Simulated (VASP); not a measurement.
```xyz
3
Lattice="0.0000 2.9751 2.9751 2.9751 0.0000 2.9751 2.9751 2.9751 0.0000" Properties=species:S:1:pos:R:3 pbc="T T T"
Li     1.4875     1.4875     1.4875
Li     4.4626     4.4626     4.4626
Se     0.0000     0.0000     0.0000
```

Method: PBEsol GGA, VASP's PBE PAW potentials (set 64) (plane waves; VASP). Run with 620 eV cut-off, 7×7×7 Γ-centred mesh, Gaussian smearing of 0.050 eV, potentials Li_sv Se.

Q: Predict the energy per atom (σ→0).

A: 
```
Quantity                        Value
---------------------  --------------
energy per atom (σ→0)  -3.853 eV/atom
```

Only differences to runs with the same potentials and settings are physical.

The compound is Li2Se in the antifluorite structure. It was relaxed first.
